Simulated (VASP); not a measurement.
Here is the system:

```yaml
crystal:
  lattice:
    - [-1.59847, 1.59847, 3.90519]
    - [1.59847, -1.59847, 3.90519]
    - [1.59847, 1.59847, -3.90519]
  atoms:
    - { symbol: Si, position: [0.66597, 0.66597, 0.00000] }
    - { symbol: Si, position: [0.33403, 0.33403, 0.00000] }
    - { symbol: W, position: [0.00000, 0.00000, 0.00000] }
```

Calculation: PBE GGA with D4 dispersion, VASP's PBE PAW potentials (set 64) (plane waves; VASP). Run with 520 eV cut-off, 15×15×15 Γ-centred mesh, tetrahedra with Blöchl corrections, potentials Si W_sv.

Unless said otherwise, spin-orbit coupling is left out, though it shifts the bands of the heavy elements here.

Task: Predict the energy per atom (σ→0), band gap (on the k-mesh) with the smallest direct gap where there is one.

Result: 
| Item | Result |
|---|---|
| band gap (on the k-mesh) | none (metal, semimetal or under 0.01 eV) |
| energy per atom (σ→0) | -8.844 eV/atom |

The absolute energy has meaning only against runs of the same code, potentials and settings.

The compound is WSi2 in the MoSi2 type structure. It was relaxed first.
